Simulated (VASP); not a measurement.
Runs of VASP 6.6.1 on GaP. Symmetry: F-43m, No. 216, cubic system. Conventional cell: a = 5.505 Å, b = 5.505 Å, c = 5.505 Å, α = 90.00°, β = 90.00°, γ = 90.00°. Around Ga (site symmetry -43m) lie 4 P at 2.38 Å. Around P (site symmetry -43m) lie 4 Ga at 2.38 Å. The cell was built by a generator and needn't be a form met in nature.

| task | level | k mesh | grid for exact exchange (PRECFOCK) | exchange at q = 0 | screening parameter | gap on the mesh (eV) | pressure (GPa) |
| --- | --- | --- | --- | --- | --- | --- | --- |
| electrostatic potential | r2SCAN | 10 × 10 × 10 | - | - | - | 1.91 | -2.5 |
| band structure | r2SCAN | 10 × 10 × 10 | - | - | - | 1.91 | -2.5 |
| band structure | PBE0 | 6 × 6 × 6 | Fast | truncated | - | 3.02 | -2.2 |
| band structure | HSE06 | 6 × 6 × 6 | Fast | - | 0.2 1/A | 2.37 | -2.0 |
| electrostatic potential | PBE0 | 6 × 6 × 6 | Fast | default | - | (a) | -2.2 |
| electrostatic potential | HSE06 | 6 × 6 × 6 | Fast | - | 0.2 1/A | 2.37 | -2.0 |

Alike in all rows: potentials or basis VASP PAW PBE potentials, release 64 (Ga_d, P); no spin polarisation; cell as given; cutoff (eV) 520; smearing gaussian 0.02 eV.

**Question.** Estimate the missing entries.

**Answer.** (a) 3.03.

Caveats: the PAW data sets were made with another functional, which shifts forces and pressure a little.

A k mesh can miss the band edges, and the runs leave out spin-orbit coupling on Ga.

Runs at the PBE level aren't shown here.
